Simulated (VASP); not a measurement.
These are LDA (Ceperley-Alder, Perdew-Zunger), VASP's LDA PAW potentials (set 64) (plane waves; VASP) values and carry that method's errors.

VASP input:

**POSCAR**
```
Ni3Al
1
    3.3602487438     0.0000000000    -0.0000000000
   -0.0000000000     3.3602487438     0.0000000000
    0.0000000000    -0.0000000000     3.3602487438
Al Ni
1 3
Direct
  0.0000000000   0.0000000000   0.0000000000
  0.0000000000   0.5000000000   0.5000000000
  0.5000000000   0.0000000000   0.5000000000
  0.5000000000   0.5000000000   0.0000000000
```

**INCAR**
```
NSW = 40
PREC = Accurate
EDIFF = 1E-6   # SCF stop (eV)
IBRION = 2
ISIF = 3
LMAXMIX = 4
EDIFFG = -0.02
SIGMA = 0.1   # width (eV)
ISMEAR = 1   # Methfessel-Paxton
LREAL = .FALSE.   # projection in real space or not
SYSTEM = Ni3Al
ALGO = Normal
MAGMOM = -0.0 0.2 0.2 0.2
LCHARG = .FALSE.
PSTRESS = 300
LWAVE = .FALSE.
NELM = 100   # most electronic steps
ENCUT = 500
LASPH = .TRUE.   # aspherical one-centre terms
ISPIN = 2
LORBIT = 10
```

**KPOINTS**
```
Automatic mesh
0
Gamma
9 9 9
0 0 0
```

POTCAR, in this order: Al Ni (LDA.64 set). Program: vasp_std.

What VASP printed:

OSZICAR:
```
       N       E                     dE             d eps       ncg     rms          rms(c)
DAV:   1     0.195278649833E+03    0.19528E+03   -0.14455E+04  2816   0.215E+03
DAV:   2    -0.184601975322E+02   -0.21374E+03   -0.20604E+03  2804   0.380E+02
DAV:   3    -0.298330392629E+02   -0.11373E+02   -0.10573E+02  2976   0.119E+02
DAV:   4    -0.300587617613E+02   -0.22572E+00   -0.22183E+00  3256   0.158E+01
DAV:   5    -0.300653067582E+02   -0.65450E-02   -0.65405E-02  3504   0.247E+00    0.226E+01
DAV:   6    -0.293619639970E+02    0.70334E+00   -0.65395E+01  3120   0.140E+02    0.174E+01
DAV:   7    -0.255933858812E+02    0.37686E+01   -0.17967E+01  3076   0.738E+01    0.387E+00
DAV:   8    -0.255020261707E+02    0.91360E-01   -0.36325E-01  3236   0.632E+00    0.163E+00
DAV:   9    -0.254726909669E+02    0.29335E-01   -0.36961E-02  3812   0.281E+00    0.277E-01
DAV:  10    -0.254714583253E+02    0.12326E-02   -0.18249E-03  3124   0.451E-01    0.142E-01
DAV:  11    -0.254712819955E+02    0.17633E-03   -0.14525E-04  3616   0.128E-01    0.844E-02
DAV:  12    -0.254712826331E+02   -0.63763E-06   -0.17305E-05  3080   0.548E-02    0.320E-02
DAV:  13    -0.254712825352E+02    0.97885E-07   -0.14444E-06  2376   0.160E-02
   1 F= -.18366923E+02 E0= -.18366990E+02  d E =-.183669E+02  mag=     0.0011
```

**OUTCAR**
```
------------------------ aborting loop because EDIFF is reached ----------------------------------------
  FORCE on cell =-STRESS in cart. coord.  units (eV):
  Direction    XX          YY          ZZ          XY          YZ          ZX
  --------------------------------------------------------------------------------------
  Total        7.0997475      7.0997475      7.0997475      0.0000000      0.0000000      0.0000000
  in kB      299.8052294    299.8052294    299.8052294      0.0000000      0.0000000      0.0000000
  external PRESSURE =      -0.1947706 kB  Pullay stress =     300.0000000 kB
  volume of cell :       37.94
      direct lattice vectors                 reciprocal lattice vectors
     3.360248744  0.000000000  0.000000000     0.297597016  0.000000000  0.000000000
     0.000000000  3.360248744  0.000000000     0.000000000  0.297597016  0.000000000
     0.000000000  0.000000000  3.360248744     0.000000000  0.000000000  0.297597016
 POSITION                                       TOTAL-FORCE (eV/Angst)
 -----------------------------------------------------------------------------------
      0.00000      0.00000      0.00000         0.000000      0.000000      0.000000
      0.00000      1.68012      1.68012         0.000000      0.000000      0.000000
      1.68012      0.00000      1.68012         0.000000      0.000000      0.000000
      1.68012      1.68012      0.00000         0.000000      0.000000      0.000000
 -----------------------------------------------------------------------------------
    total drift:                                0.000000      0.000000      0.000000
  FREE ENERGIE OF THE ION-ELECTRON SYSTEM (eV)
  ---------------------------------------------------
  free  energy   TOTEN  =       -25.4712825352 eV

  energy  without entropy=      -25.4714834331  energy(sigma->0) =      -25.47134950
  enthalpy is  TOTEN    =       -18.3669226306 eV   P V=        7.1043599046

 total charge

# of ion       s       p       d       tot
------------------------------------------
    1        0.436   0.477   0.000   0.913
    2        0.580   0.690   8.502   9.772
    3        0.580   0.690   8.502   9.772
    4        0.580   0.690   8.502   9.772
--------------------------------------------------
tot          2.175   2.547  25.507  30.229

 magnetization (x)

# of ion       s       p       d       tot
------------------------------------------
    1       -0.000  -0.000   0.000  -0.000
    2       -0.000  -0.000   0.000   0.000
    3       -0.000  -0.000   0.000   0.000
    4       -0.000  -0.000   0.000   0.000
--------------------------------------------------
tot         -0.000  -0.000   0.001   0.001

 reached required accuracy - stopping structural energy minimisation
```
(Selected blocks of OUTCAR.)

File OUTCAR:
```
 val. band max:       11.7421514753   @ k =   0.2222   0.2222   0.1111

 cond. band min:      11.7427234067   @ k =   0.2222   0.2222   0.1111


 Fermi energy:        11.7422128318

 spin component 1

 k-point     1 :       0.0000    0.0000    0.0000
  band No.  band energies     occupation
      1       0.6155      1.00000
      2       6.3979      1.00000
      3       7.2398      1.00000
      4       7.2398      1.00000
      5       7.7095      1.00000
      6       7.7095      1.00000
      7       7.7095      1.00000
      8      10.1680      1.00000
      9      10.1680      1.00000
     10      10.1680      1.00000
     11      11.2239      1.00000
     12      11.2239      1.00000
     13      11.6693      0.96963
     14      11.9711     -0.00282
     15      11.9711     -0.00282
     16      11.9711     -0.00282
     17      12.6992     -0.00000
     18      12.6992     -0.00000
     19      12.6992     -0.00000
     20      19.4393      0.00000

 k-point     2 :       0.1111    0.0000    0.0000
  band No.  band energies     occupation
      1       0.7869      1.00000
      2       6.4630      1.00000
      3       7.1524      1.00000
      4       7.3568      1.00000
      5       7.7443      1.00000
      6       7.7443      1.00000
      7       7.7554      1.00000
      8      10.0677      1.00000
      9      10.0677      1.00000
     10      10.1151      1.00000
     11      11.1074      1.00000
     12      11.2261      1.00000
     13      11.5075      1.00223
     14      11.5075      1.00223
     15      11.5959      1.02924
     16      11.9713     -0.00280
     17      12.1147     -0.00000
     18      13.3731     -0.00000
     19      13.3731     -0.00000
     20      19.3913      0.00000

 k-point     3 :       0.2222    0.0000    0.0000
  band No.  band energies     occupation
      1       1.2929      1.00000
      2       6.4558      1.00000
      3       6.9768      1.00000
...
```

The compound is Ni3Al in the L1_2 structure. It was relaxed first under an external pressure of 30 GPa.
